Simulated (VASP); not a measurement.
Output of a VASP run:

File OSZICAR:
```
       N       E                     dE             d eps       ncg     rms          rms(c)
DAV:   1     0.256256027453E+01    0.25626E+01   -0.43068E+03   992   0.830E+02
DAV:   2    -0.172038105429E+01   -0.42829E+01   -0.42229E+01  1128   0.500E+01
DAV:   3    -0.174570384320E+01   -0.25323E-01   -0.25092E-01  1264   0.445E+00
DAV:   4    -0.174578639619E+01   -0.82553E-04   -0.82549E-04  1280   0.202E-01
DAV:   5    -0.174578684659E+01   -0.45040E-06   -0.45020E-06  1328   0.973E-03    0.811E+00
DAV:   6    -0.175376924701E+01   -0.79824E-02   -0.87204E-04  1240   0.280E-01    0.487E+00
DAV:   7    -0.175850401165E+01   -0.47348E-02   -0.20839E-03  1192   0.438E-01    0.382E-02
DAV:   8    -0.175848544720E+01    0.18564E-04   -0.46186E-05  1088   0.675E-02    0.182E-02
DAV:   9    -0.175848468297E+01    0.76423E-06   -0.68523E-06  1360   0.245E-02    0.303E-03
DAV:  10    -0.175848412104E+01    0.56192E-06   -0.16145E-06   976   0.102E-02    0.324E-03
DAV:  11    -0.175848415883E+01   -0.37786E-07   -0.11061E-07   880   0.284E-03
   1 F= -.17584842E+01 E0= -.17583406E+01  d E =-.287194E-03
```

**OUTCAR**
```
------------------------ aborting loop because EDIFF is reached ----------------------------------------
  FORCE on cell =-STRESS in cart. coord.  units (eV):
  Direction    XX          YY          ZZ          XY          YZ          ZX
  --------------------------------------------------------------------------------------
  Total       -0.0490777     -0.0490777     -0.0938138      0.0000000     -0.0000000      0.0000000
  in kB       -2.1041113     -2.1041113     -4.0220820      0.0000000     -0.0000000      0.0000000
  external PRESSURE =      -2.7434348 kB  Pullay stress =       0.0000000 kB
  volume of cell :       37.37
      direct lattice vectors                 reciprocal lattice vectors
     0.000000000  2.640442746  2.680049387    -0.189362182  0.189362182  0.186563726
     2.640442746  0.000000000  2.680049387     0.189362182 -0.189362182  0.186563726
     2.640442746  2.640442746  0.000000000     0.189362182  0.189362182 -0.186563726
 POSITION                                       TOTAL-FORCE (eV/Angst)
 -----------------------------------------------------------------------------------
      0.00000      0.00000      0.00000        -0.000000      0.000000     -0.000000
 -----------------------------------------------------------------------------------
    total drift:                               -0.000000     -0.000000     -0.000000
  FREE ENERGIE OF THE ION-ELECTRON SYSTEM (eV)
  ---------------------------------------------------
  free  energy   TOTEN  =        -1.7584841588 eV

  energy  without entropy=       -1.7581969650  energy(sigma->0) =       -1.75834056
```
(Selected blocks of OUTCAR.)

### POSCAR
```
Yb
1
    0.0000000000     2.6404427458     2.6800493870
    2.6404427458     0.0000000000     2.6800493870
    2.6404427458     2.6404427458     0.0000000000
Yb
1
Direct
  0.0000000000   0.0000000000   0.0000000000
```

**Question.** Reconstruct the remaining input files.

**Answer.** Several could match; the one computed here: the input of the run itself, PBEsol GGA, plane waves, VASP's PBE PAW potentials (set 64).

### INCAR
```
! general
SYSTEM   =  Yb
PREC     =  Accurate
ENCUT    =  480   ! plane-wave cut-off (eV)
LREAL    =  F   ! projection in real space or not
LASPH    =  T   ! aspherical one-centre terms

! electronic loop
EDIFF    =  1E-7   ! SCF stop (eV)
NELM     =  100   ! most electronic steps
ALGO     =  Normal   ! blocked Davidson
LMAXMIX  =  6   ! l cut-off of mixed one-centre charges

! smearing
ISMEAR   =  0   ! Gaussian
SIGMA    =  0.05   ! width (eV)

! functional
GGA      =  PS   ! PBEsol

! ions
ISIF     =  2   ! forces and stress, cell fixed

! output
LWAVE    =  F
LCHARG   =  F
```

KPOINTS:
```
Automatic mesh
0
Gamma
8 8 8
0 0 0
```

POTCAR, in this order: Yb_2 (PBE.64 set). Program: vasp_std.

The 4f electrons are frozen in the core of the lanthanide potential, so 4f levels, which can set the real gap, and their magnetism are missing.

The compound is Yb in the fcc structure. This cell was strained or had an atom moved on purpose.
